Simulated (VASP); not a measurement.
Given:

```
CELL_PARAMETERS angstrom
     -1.57771     1.57771     1.57771
      1.57771    -1.57771     1.57771
      1.57771     1.57771    -1.57771
ATOMIC_POSITIONS crystal
  W  0.00000 0.00000 0.00000
```

Method: PBE GGA, VASP's PBE PAW potentials (set 64) (plane waves; VASP). Settings: 300 eV cut-off, 19×19×19 Γ-centred mesh, Gaussian smearing of 0.27 eV, potentials W_sv.

At this cut-off the stress carries a Pulay error, which pulls relaxed volumes low. Energy and stress use the plane-wave basis of the starting cell.

Q: The ions, cell shape and volume are relaxed. Give the cell that the relaxation ends in.

A: 
```
CELL_PARAMETERS angstrom
     -1.59105     1.59105     1.59105
      1.59105    -1.59105     1.59105
      1.59105     1.59105    -1.59105
ATOMIC_POSITIONS crystal
  W  0.00000 0.00000 0.00000
```
Space group Im-3m (229), at a tolerance of 0.03 Å.

Q: How do energy and volume change from the first to the last step?

A: The energy (σ→0) changes by -9.8 meV/atom and the volume by +2.6 %, in 4 ionic steps.

The structure comes from a computed database's W entry; how it stands against other phases isn't given here. This run relaxes it. Symmetry was kept, so distortions that lower it aren't found. The run is one of a series of settings (EDIFFG = -0.01, IBRION = 2, ISIF = 3, NSW = 50 against the base run), some of them coarse on purpose.
